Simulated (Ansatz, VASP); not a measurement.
# Sc2CS2 (Sc2CS2 MXene bilayer, AA): VASP beside Ansatz

One calculation is typed for both programs; each brings its own data sets. How far apart do they land? The structure shown is the start of the Ansatz relaxation below; VASP solves that cell, so the two are compared at the walk's first step.

Method: plane waves, with VASP 6.6.1 beside it; single point at PBE with D3(BJ), in Ansatz 0.2.0.

**1. The starting structure**

The cell holds 10 atoms: 4 S, 4 Sc and 2 C. Its edges and angles: a = 3.226 Å, b = 3.226 Å, c = 54.266 Å, α = 90.0°, β = 90.0°, γ = 120.0°. Vacuum lies along c. The height across the vacuum is the one that the program set for its solve, not the one typed.

**2. Ansatz: relaxation, PBE with D3(BJ)**

Ansatz runs on its PAW soft_1 files.

The two programs are compared at the cell with which this relaxation starts, whose forces are those of its first step.

input.yaml reads:

```yaml
crystal:
  lattice:
    - [3.22608, 0.0, 0.0]
    - [-1.61304, 2.7938672346, 0.0]
    - [0.0, 0.0, 31.2327961502]
  atoms:
    - { symbol: S, position: [0.3333333333, 0.6666666667, 0.2561410116] }
    - { symbol: Sc, position: [0.6666666667, 0.3333333333, 0.3133012418] }
    - { symbol: C, position: [0.0, 0.0, 0.3540572859] }
    - { symbol: Sc, position: [0.3333333333, 0.6666666667, 0.3948133301] }
    - { symbol: S, position: [0.6666666667, 0.3333333333, 0.4519735603] }
    - { symbol: S, position: [0.3333333333, 0.6666666667, 0.5480264397] }
    - { symbol: Sc, position: [0.6666666667, 0.3333333333, 0.6051866699] }
    - { symbol: C, position: [0.0, 0.0, 0.6459427141] }
    - { symbol: Sc, position: [0.3333333333, 0.6666666667, 0.6866987582] }
    - { symbol: S, position: [0.6666666667, 0.3333333333, 0.7438589884] }
  periodic: [true, true, false]
kpoints:
  mp_grid: { grid: [12, 12, 1] }
hamiltonian:
  xc: pbe
  dispersion: d3bj
  pseudopotentials: { kind: paw, azcp: { folder: soft_1 } }
scf:
  occupations: { method: fermi_dirac, width: 0.05 }
relax:
  f_tol: 0.01
  max_steps: 90
  cell: {}
```

Run with:

```
$ ansatz run input.yaml --threads 4 --pin off --max-ram 8192MiB --backend cpu --events-out ev --progress --plain --runs-dir out
```

Numbers of over 12 decimals in the logs are rounded to 6 here.

What it wrote:

```text
Warning: crystal.periodic: the lattice vector that does not repeat stood 0.000° off the slab's normal, 31.233 Å along it as the deck builds it. The run solves the slab on a vector along the normal, 54.266 Å long, with every atom where it was (on the deck's vector they left 16.00 Å outside them, and the widest stretch free of ions among them is 3.00 Å). A fractional position that the run reports is one of the run's ce [...]
crystal.periodic: the lattice vector that does not repeat stood 0.000° off the slab's normal, 31.233 Å along it as the deck builds it. The run solves the slab on a vector along the normal, 54.266 Å long, with every atom where it was (on the deck's vector they left 16.00 Å outside them, and the widest stretch free of ions among them is 3.00 Å). A fractional position that the run reports is one of the run's cell, which [...]
Engine: ansatz 0.2.0, aarch64-unknown-linux-gnu
Pseudopotentials: kind: paw
Pseudopotential: S, paw, valence charge 6, recommended cutoff 420 eV (normal), soft_1/S.paw.azcp
Pseudopotential: Sc, paw, valence charge 11, recommended cutoff 420 eV (normal), soft_1/Sc.paw.azcp
Pseudopotential: C, paw, valence charge 4, recommended cutoff 420 eV (normal), soft_1/C.paw.azcp
Functional definition: PBE
  parameter kappa = 0.804
  parameter beta = 0.066725
  exchange = pbe_x(kappa = kappa, mu = beta*pi^2/3)
  correlation = pbe_c(beta = beta)
Crystal: 10 atoms, lattice volume = 489.109 Å³
Basis set: ecut = 420 eV, 9721 PW (Γ), exchange–correlation on 48×48×750 points (8 copies of the dense FFT grid, shifted against one another)
Bands: 48, of which v1, the nominal top of the filled ones, is band 38 counted from 1 (37 counted from 0)
Symmetry: 12 space group operations
Space group: P-3m1 (ITA 164), of the structure as read, at distance tolerance 7.9e-5 Å
k-points: 19 of 144
Non-local potential: S, projectors of the file, l = 0: 2, l = 1: 2, l = 2: 1
[...]
Crystal: 10 atoms, lattice volume = 565.947 Å³
Basis set: ecut = 420 eV, 11059 PW (Γ), exchange–correlation on 48×48×750 points (8 copies of the dense FFT grid, shifted against one another)
iter 1 solved again at ethr=7.05e-6 eV; its pass at ethr=3.10e-3 eV (dr2=5.36e-3 eV) is discarded
SCF iter   1: F=—  HF=-12663.872539 eV  |F-HF|=—  |Δ(HF+E_count)|=         —  Δρ=4.56e-4  dr2=5.02e-3  ethr=7.05e-6  ⟨swp⟩=2.7  Hψ=3414  notcnv=0  defer=1
preconditioner: auto → LDOS  [metal: Δε(μ)=0.012 eV  Ē_g=7.034 eV  σ=0.050 eV  W_gap=0.06  n_scr=32 (ndim 8)  ℏωp=10.4 eV  f_vac=0.679  D(μ)=6.85/eV (n_scr^D=24)  β→1.0]
SCF iter   2: F=—  HF=-12663.872193 eV  |F-HF|=—  |Δ(HF+E_count)|=   3.46e-4  Δρ=1.68e-4  dr2=3.89e-4  ethr=6.60e-6  ⟨swp⟩=2.1  Hψ=1245  notcnv=0
SCF iter   3: F=—  HF=-12663.872211 eV  |F-HF|=—  |Δ(HF+E_count)|=   1.79e-5  Δρ=6.09e-5  dr2=4.52e-5  ethr=5.12e-7  ⟨swp⟩=3.2  Hψ=1620  notcnv=0
SCF iter   4: F=—  HF=-12663.872178 eV  |F-HF|=—  |Δ(HF+E_count)|=   3.36e-5  Δρ=2.08e-5  dr2=3.83e-6  ethr=5.95e-8  ⟨swp⟩=2.5  Hψ=1622  notcnv=0
SCF iter   5: F=—  HF=-12663.872161 eV  |F-HF|=—  |Δ(HF+E_count)|=   1.66e-5  Δρ=6.25e-6  dr2=3.98e-7  ethr=5.05e-9  ⟨swp⟩=3.1  Hψ=1822  notcnv=0
SCF iter   6: F=—  HF=-12663.872161 eV  |F-HF|=—  |Δ(HF+E_count)|=   1.33e-7  Δρ=1.68e-6  dr2=2.85e-8  ethr=5.24e-10  ⟨swp⟩=3.3  Hψ=1884  notcnv=0
SCF iter   7: F=-12663.872161 eV  HF=-12663.872161 eV  |F-HF|=4.87e-9  |Δ(HF+E_count)|=   4.12e-8  Δρ=5.10e-7  dr2=4.06e-9  ethr=3.15e-11  ⟨swp⟩=6.3  Hψ=3684  notcnv=0
SCF 12 converged in 7 iterations: F = -12663.872161 eV  dr2 = 4.06e-9
relax step  12: F+E_penalty+E_count = -12663.87216104 eV  Δ(F+E_penalty+E_count) = -1.858e-5 eV  max|allowed force component| = 7.661e-3 eV/Å  Δτ_max = 0.0114 Å  P = -0.114 N/m  Ω = 565.947 Å³  energy of the carried Pulay correction = -1.536e-4 eV  fix = [c, alpha, beta]  reactions: c -0.000 N/m  (7 SCF iters, dr2 threshold 2.39e-8 eV, accepted)
[...]
relax step  13: F+E_penalty+E_count = -12663.87223919 eV  Δ(F+E_penalty+E_count) = -7.815e-5 eV  max|allowed force component| = 5.103e-4 eV/Å  Δτ_max = 0.0016 Å  P = -0.004 N/m  Ω = 565.453 Å³  energy of the carried Pulay correction = -1.161e-4 eV  fix = [c, alpha, beta]  reactions: c -0.000 N/m  (6 SCF iters, dr2 threshold 5.08e-9 eV, accepted)
[...]
relax step  14: F+E_penalty+E_count = -12663.87236277 eV  Δ(F+E_penalty+E_count) = -1.236e-4 eV  max|allowed force component| = 5.394e-4 eV/Å  Δτ_max = 0.0000 Å  P = -0.004 N/m  Ω = 565.453 Å³  fix = [c, alpha, beta]  reactions: c -0.000 N/m  stress off target by 3.91e-3 N/m on what of the cell is left free  SCF on the basis re-selected at this cell (its energy is not comparable with the rows above)  (8 SCF iters)
basis re-selected at this cell: Δ(F+E_penalty+E_count) = -1.236e-4 eV, ΔP = +0.000 N/m vs the last step (what re-selecting the basis moved, of the pressure what is left beyond the Pulay correction that the steps carried, after the strain that the cell walked since its last selection, with what the two solves' SCF thresholds leave and, on support functions, any second-order correction that the steps lacked; it is no m [...]
SCF converged after 8 iterations
Free energy (F): -12663.872363 eV
Harris-Foulkes:  -12663.872363 eV  (|F-HF|=1.92e-9)
Internal energy: -12663.814954 eV  (E = F + TS)
E sigma→0 (E₀):  -12663.843658 eV
Entropy (-TS):   -0.057409 eV (-5.741 meV/atom)
Fermi energy:    -6.841036 eV
--- Per-component energies (eV) ---
  E_band       = -1705.435275
  E_kinetic    = 1421.070964
  E_local      = -419488.081191  (includes V_loc(G=0)·N_el)
  E_nonlocal   = 750.433192
  E_hartree    = 208610.205843
  E_xc         = -794.149691
  E_vxc        = -870.186128  (∫ρ·V_xc dr)
  E_paw        = -6592.756285  (= ΣΔE_a)
  E_vpaw       = -739.083870  (= ΣTr[D̂ρ^β])
  E_aug_tail   = 0.000198  (compensation charges beyond the density's cutoff)
  E_ewald      = 203432.500728
  E_disp       = -3.038710  (pairwise vdW)
  E_smearing   = -0.057409  (= −TS)
  E_closure    = -0.000000  (closes the sum)
  Σ components = -12663.872363   (vs F -12663.872363, Δ=0.00e0)
--- Forces (eV/Å), atoms counted from 1 ---
  atom   1  S      0.00000000     0.00000000    -0.00038164
  atom   2  Sc     0.00000000    -0.00000000     0.00011294
  atom   3  C      0.00000000     0.00000000     0.00012196
  atom   4  Sc     0.00000000     0.00000000     0.00053944
  atom   5  S      0.00000000     0.00000000    -0.00036109
  atom   6  S      0.00000000     0.00000000     0.00036109
  atom   7  Sc     0.00000000     0.00000000    -0.00053944
  atom   8  C      0.00000000     0.00000000    -0.00012196
  atom   9  Sc    -0.00000000     0.00000000    -0.00011294
  atom  10  S      0.00000000     0.00000000     0.00038164
  max |Σ_I F_I| component: 1.16e-18 eV/Å
--- 2D stress c σ (N/m, compression-positive) ---
       -0.003914       0.000000       0.000000
       -0.000000      -0.003914      -0.000000
        0.000000      -0.000000      -0.000000
  P = ½ c Tr σ = -0.0039 N/m
--- Relaxed structure (12 steps of the walk, 12 accepted, 2 SCFs on fresh bases) ---
  F+E_penalty+E_count = -12663.87236277 eV   max|allowed force component| = 5.394e-4 eV/Å   (the final SCF, on the basis selected at the relaxed cell)
  cell:  # Å, volume = 565.4533 Å³
    - [3.468732, 0, 0]
    - [-1.734366, 3.004010, 0]
    - [0, 0, 54.265592]
  atoms:
    - { symbol: S, position: [0.333333, 0.666667, 0.159524] }
    - { symbol: Sc, position: [0.666667, 0.333333, 0.186527] }
    - { symbol: C, position: [1.5944471759224144e-17, 0, 0.211173] }
    - { symbol: Sc, position: [0.333333, 0.666667, 0.235402] }
    - { symbol: S, position: [0.666667, 0.333333, 0.262340] }
    - { symbol: S, position: [0.333333, 0.666667, 0.313214] }
    - { symbol: Sc, position: [0.666667, 0.333333, 0.340153] }
    - { symbol: C, position: [-1.5944471759224082e-17, 0, 0.364381] }
    - { symbol: Sc, position: [0.333333, 0.666667, 0.389028] }
    - { symbol: S, position: [0.666667, 0.333333, 0.416030] }
```

Reading the cycles: dr2 is the Hartree energy of the density residual (eV), the measure of convergence; HF is the Harris–Foulkes estimate of the energy, which meets the free energy F at convergence.

**3. VASP: single point, PBE with D3(BJ), start cell**

The same cell, functional, mesh and smearing now go to VASP, with its own data sets.

Lines of VASP's logs that name or quote its potential files are left out, and so is its time.

INCAR reads:

```
SYSTEM = Sc2CS2
PREC = Accurate
ENCUT = 520
EDIFF = 1E-06
NELM = 120
ISMEAR = -1
SIGMA = 0.05
LREAL = .FALSE.
ALGO = Normal
GGA = PE
IVDW = 12
NBANDS = 48
LASPH = .TRUE.
LORBIT = 11
LWAVE = .FALSE.
LCHARG = .FALSE.
ISIF = 2
LDIPOL = .TRUE.
IDIPOL = 3
DIPOL = 0.5 0.5 0.288
LVHAR = .TRUE.
GGA_COMPAT = .FALSE.
NELMDL = -8
KPAR = 2
```

POSCAR reads:

```
Sc2CS2
1.0
    3.2260800000      0.0000000000      0.0000000000
   -1.6130400000      2.7938670000      0.0000000000
    0.0000000000      0.0000000000     54.2655920000
S Sc C
4 4 2
Direct
    0.3333333333      0.6666666667      0.1474230669
    0.6666666667      0.3333333333      0.2601353358
    0.3333333333      0.6666666667      0.3154189859
    0.6666666667      0.3333333333      0.4281312549
    0.6666666667      0.3333333333      0.1803218879
    0.3333333333      0.6666666667      0.2272365148
    0.6666666667      0.3333333333      0.3483178070
    0.3333333333      0.6666666667      0.3952324338
    0.0000000000      0.0000000000      0.2037792014
    0.0000000000      0.0000000000      0.3717751204
```

KPOINTS reads:

```
Automatic mesh
0
Gamma
12 12 1
0 0 0
```

Potentials, in the order of the species: S, Sc_sv and C (PBE family, release 64).

Run with:

```
$ mpirun -np 2 vasp_std
```

What it wrote:

```text
[banner, memory and clock lines left out]
running    2 mpi-ranks, on    1 nodes
 distrk:  each k-point on    1 cores,    2 groups
 distr:  one band on    1 cores,    1 groups

 POSCAR found type information on POSCAR S ScC
 POSCAR found :  3 types and      10 ions
 LDA part: xc-table for (Slater+PW92), standard interpolation
|                                                                             |
|           W    W    AA    RRRRR   N    N  II  N    N   GGGG   !!!           |
|           W    W   A  A   R    R  NN   N  II  NN   N  G    G  !!!           |
|           W    W  A    A  R    R  N N  N  II  N N  N  G       !!!           |
|           W WW W  AAAAAA  RRRRR   N  N N  II  N  N N  G  GGG   !            |
|           WW  WW  A    A  R   R   N   NN  II  N   NN  G    G                |
|           W    W  A    A  R    R  N    N  II  N    N   GGGG   !!!           |
|                                                                             |
|     One of the lattice vectors is very long (>50 A), but AMIN is rather     |
|     large. This can spoil convergence since charge sloshing might occur     |
|     along the long lattice vector. If problems with convergence are         |
|     observed, try to decrease AMIN to a smaller value (e.g. 0.01).          |
|     Note: This warning only applies if the self-consistency cycle is        |
|     used.                                                                   |
|                                                                             |

 POSCAR, INCAR and KPOINTS ok, starting setup
 FFT: planning ... GRIDC
 FFT: planning ... GRID_SOFT
 FFT: planning ... GRID
 WAVECAR not read
 entering main loop
       N       E                     dE             d eps       ncg     rms          rms(c)
DAV:   1     0.129168565236E+04    0.12917E+04   -0.31782E+04  2096   0.132E+03
DAV:   2     0.119890095175E+03   -0.11718E+04   -0.11419E+04  2376   0.511E+02
DAV:   3    -0.650323288476E+02   -0.18492E+03   -0.17763E+03  3072   0.230E+02
DAV:   4    -0.808113621021E+02   -0.15779E+02   -0.15377E+02  2920   0.677E+01
DAV:   5    -0.814146648256E+02   -0.60330E+00   -0.60075E+00  2984   0.164E+01
DAV:   6    -0.814340984720E+02   -0.19434E-01   -0.19415E-01  2944   0.311E+00
DAV:   7    -0.814349763743E+02   -0.87790E-03   -0.87751E-03  2976   0.724E-01
DAV:   8    -0.814350224465E+02   -0.46072E-04   -0.46061E-04  2952   0.161E-01    0.285E+01
DAV:   9    -0.682188696451E+02    0.13216E+02   -0.87953E+01  2952   0.473E+01    0.121E+01
DAV:  10    -0.700402283668E+02   -0.18214E+01   -0.33549E+01  3112   0.299E+01    0.104E+01
DAV:  11    -0.753964987259E+02   -0.53563E+01   -0.10351E+02  3176   0.331E+01    0.105E+01
DAV:  12    -0.668513386729E+02    0.85452E+01   -0.33231E+01  3128   0.247E+01    0.451E+00
DAV:  13    -0.665981001610E+02    0.25324E+00   -0.43954E+00  3048   0.862E+00    0.160E+00
DAV:  14    -0.665763814050E+02    0.21719E-01   -0.54187E-01  2720   0.350E+00    0.993E-01
[...]
DAV:  27    -0.665680800561E+02   -0.31983E-04   -0.19712E-06  1336   0.984E-03    0.364E-03
DAV:  28    -0.665681026781E+02   -0.22622E-04   -0.14926E-06  1520   0.617E-03    0.218E-03
DAV:  29    -0.665681153064E+02   -0.12628E-04   -0.32279E-07  1320   0.494E-03    0.203E-03
DAV:  30    -0.665681271427E+02   -0.11836E-04   -0.43869E-07  1344   0.338E-03    0.188E-03
DAV:  31    -0.665681317869E+02   -0.46442E-05   -0.36463E-07  1296   0.341E-03    0.203E-03
DAV:  32    -0.665681329501E+02   -0.11632E-05   -0.13291E-07  1296   0.260E-03    0.103E-03
DAV:  33    -0.665681353239E+02   -0.23739E-05   -0.16073E-07  1296   0.193E-03    0.653E-04
DAV:  34    -0.665681354622E+02   -0.13828E-06   -0.32907E-08  1296   0.171E-03
   1 F= -.69875028E+02 E0= -.69848446E+02  d E =-.531635E-01
```

(Continued in part 2 of 2.)

[Lines on the potential files, build, host, timing and source positions are cut from VASP's logs without a mark.]

[Logs are printed without paths, hosts, clocks, repeated set-up lines and the standing remarks that a program may print on its own settings, such as how far it seeks lower states.]

[Hosts, paths, dates, database ids (printed as entryN), source tags and the programs' standing remarks are cut or masked in the printed files.]
